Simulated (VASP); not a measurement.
Method: r2SCAN meta-GGA with spin-orbit coupling, VASP's PBE PAW potentials (set 64) (plane waves; VASP 6.6.1).

The input files of a VASP run:

INCAR:
```
ALGO = Normal
EDIFF = 1E-6
ENCUT = 400
GGA_COMPAT = .FALSE.
ISMEAR = 0
LASPH = .TRUE.
LCHARG = .FALSE.
LMAXMIX = 4
LMIXTAU = .TRUE.
LREAL = .FALSE.
LSORBIT = .TRUE.
LWAVE = .FALSE.
MAGMOM = 0 0 0 0 0 0
METAGGA = R2SCAN
NELM = 100
PREC = Accurate
SIGMA = 0.05
SYSTEM = CdTe
```

**KPOINTS**
```
Automatic mesh
0
Gamma
6 6 6
0 0 0
```

POSCAR:
```
CdTe
1
    0.0000000000     3.2727631060     3.2727631060
    3.2727631060     0.0000000000     3.2727631060
    3.2727631060     3.2727631060     0.0000000000
Cd Te
1 1
Direct
  0.0000000000   0.0000000000   0.0000000000
  0.2500000000   0.2500000000   0.2500000000
```

File KPOINTS_OPT:
```
k-points along high-symmetry lines
8
Line-mode
Reciprocal
  0.000000   0.000000   0.000000 ! GAMMA
 -0.500000  -0.500000   0.000000 ! X

 -0.500000  -0.500000   0.000000 ! X
 -0.375000  -0.375000   0.250000 ! U

 -0.375000  -0.000000   0.375000 ! K
  0.000000   0.000000   0.000000 ! GAMMA

  0.000000   0.000000   0.000000 ! GAMMA
  0.000000   0.000000   0.500000 ! L

  0.000000   0.000000   0.500000 ! L
 -0.500000  -0.250000   0.250000 ! W

 -0.500000  -0.250000   0.250000 ! W
 -0.500000  -0.500000   0.000000 ! X
```

POTCAR, in this order: Cd Te (PBE.64 set). Program: vasp_ncl.

**Question.** What does the run give for the energy per atom (σ→0), band gap (over mesh and band path)?

**Answer.** 
| Item | Result |
|---|---|
| energy per atom (σ→0) | -23378 meV/atom |
| band gap (over mesh and band path) | 0.91 eV |

**OSZICAR**
```
...
DAV:  15    -0.467560383886E+02   -0.39004E-03   -0.14671E-04  1156   0.112E-01    0.231E-02
DAV:  16    -0.467561678502E+02   -0.12946E-03   -0.38328E-05  1166   0.528E-02    0.150E-02
DAV:  17    -0.467562204524E+02   -0.52602E-04   -0.32251E-05  1152   0.525E-02    0.413E-03
DAV:  18    -0.467562207176E+02   -0.26516E-06   -0.31967E-06  1274   0.172E-02
   1 F= -.46756221E+02 E0= -.46756221E+02  d E =-.623200E-11  mag=    -0.0000     0.0000    -0.0000
       N       E                     dE             ncg
       N       E                     dE             ncg
       N       E                     dE             ncg
```

The compound is CdTe in the zinc blende structure. It was relaxed first.
